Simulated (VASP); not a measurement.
An input for Ansatz (written as the equivalent of a VASP run, and not itself run):

Ansatz 0.2 input:
```yaml
crystal:
  lattice:
    - [3.5252556, 0.0000000, 0.0000000]
    - [0.0000000, 3.5252556, 0.0000000]
    - [0.0000000, 0.0000000, 3.5252556]
  atoms:
    - { symbol: Ge, position: [0.0000000, 0.0000000, 1.0000000] }
    - { symbol: Sn, position: [0.5000000, 0.5000000, 0.5000000] }
kpoints:
  mp_grid: { grid: [9, 9, 9] }
hamiltonian:
  xc: pbesol
  pseudopotentials: { kind: paw }
scf:
  occupations: { method: methfessel_paxton, width: 0.1 }
  max_iter: 100
relax:
  max_steps: 60
  f_tol: 0.01
  cell: {}
output: { forces: true, stress: true, eigenvalues: true }
```

Problem. Translate this input to VASP (INCAR, KPOINTS, POSCAR, choice of POTCAR).

Solution. One answer among several that fit: 
File POSCAR:
```
GeSn
1.0
  3.5252555779   0.0000000000   0.0000000000
  0.0000000000   3.5252555779   0.0000000000
  0.0000000000   0.0000000000   3.5252555779
Ge Sn
1 1
direct
  0.0000000000   0.0000000000   1.0000000000
  0.5000000000   0.5000000000   0.5000000000
```

**INCAR**
```
PREC  =  Accurate
NELM  =  100   # most electronic steps
SYSTEM  =  GeSn
GGA  =  PS
IBRION  =  2   # conjugate gradients
LREAL  =  F
ISMEAR  =  1   # Methfessel-Paxton
ISIF  =  3   # ions, shape and volume
LCHARG  =  F
EDIFFG  =  -0.01   # ionic stop
LMAXMIX  =  4
EDIFF  =  1E-6   # SCF stop (eV)
LWAVE  =  F
ALGO  =  Normal   # blocked Davidson
ENCUT  =  400   # plane-wave cut-off (eV)
LASPH  =  T   # aspherical one-centre terms
SIGMA  =  0.1
NSW  =  60
```

**KPOINTS**
```
kpoints
0
Gamma
  9 9 9
0 0 0
```

POTCAR, in this order: Ge_d Sn_d (PBE.64 set). Program: vasp_std.

Limits of the translation: each code has its own PAW files, so the cut-off isn't converted (ENCUT is set for VASP's; basis.ecutwfc is left out, and Ansatz then takes the one that its files recommend); Ansatz stops its SCF on the density residual and VASP on the energy change (EDIFF).

The structure was generated: GeSn was put into the CsCl type type (Pm-3m), which need not be its known phase. This run relaxes it. Symmetry was kept, so distortions that lower it aren't found. The start is the result of an earlier pass.
